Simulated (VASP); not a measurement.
Energy against volume of GaN (zinc blende). Computed with optB86b-vdW, VASP's PBE PAW potentials (set 64) (plane waves; VASP). Settings: 520 eV cut-off, 10×10×10 Γ-centred mesh, Gaussian smearing of 0.050 eV, potentials Ga_d N.

```json
[
 {"V (Å³/atom)": "11.197", "E (eV/atom)": "-3.83280"},
 {"V (Å³/atom)": "11.543", "E (eV/atom)": "-3.83934"},
 {"V (Å³/atom)": "11.889", "E (eV/atom)": "-3.83413"},
 {"V (Å³/atom)": "12.236", "E (eV/atom)": "-3.81896"}
]
```

Task: Fit these four points and predict the energy of the run at 10.851 Å³/atom.

Result: A cubic in V^(−2/3), the third-order Birch-Murnaghan form, passes through the four points with V0 = 11.55 Å³/atom and B0 = 180 GPa, and gives -3.8123 eV/atom there. The run gave -3.8124 eV/atom, -0.1 meV/atom from the fit; all five points give B0 = 180 GPa.

The compound is GaN in the zinc blende structure, a metastable form; wurtzite is the usual one. It was relaxed first.
